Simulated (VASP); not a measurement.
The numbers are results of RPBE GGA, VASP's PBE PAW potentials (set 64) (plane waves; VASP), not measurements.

A VASP calculation is set up with these files.

**KPOINTS**
```
K-points
0
gamma
7 7 7
0 0 0
```

File POSCAR:
```
ZrO2
1
    0.0000000000     2.6266621366     2.6266621366
    2.6266621366     0.0000000000     2.6266621366
    2.6266621366     2.6266621366     0.0000000000
Zr O
1 2
Direct
  0.0000000000   0.0000000000   0.0000000000
  0.2500000000   0.2500000000   0.2500000000
  0.7500000000   0.7500000000   0.7500000000
```

**INCAR**
```
# general
SYSTEM   =  ZrO2
PREC     =  Accurate
ENCUT    =  520
LREAL    =  .FALSE.   # projection in real space or not
LASPH    =  .TRUE.

# electronic loop
EDIFF    =  1E-7
NELM     =  100   # most electronic steps
ALGO     =  Normal   # blocked Davidson
LMAXMIX  =  4   # l cut-off of mixed one-centre charges

# smearing
ISMEAR   =  0   # Gaussian
SIGMA    =  0.05   # width (eV)

# functional
GGA      =  RP

# ions
ISIF     =  2

# output
LWAVE    =  .FALSE.
LCHARG   =  .FALSE.
```

POTCAR, in this order: Zr_sv O (PBE.64 set). Program: vasp_std.

**Question.** What will the output report for the number of irreducible k-points (NKPTS), largest plane-wave count, number of space-group operations, FFT grid (NGX, NGY, NGZ)?

**Answer.** 
```yaml
number of irreducible k-points (NKPTS): 20
largest_plane_wave_count: 990
number_of_space_group_operations: 48
FFT grid (NGX, NGY, NGZ): 28 × 28 × 28
```

The compound is ZrO2 in the fluorite structure, the high-temperature cubic form, which is unstable at 0 K; the monoclinic form is the stable one. This cell is one point of a volume scan, at 1.06 of the reference volume.
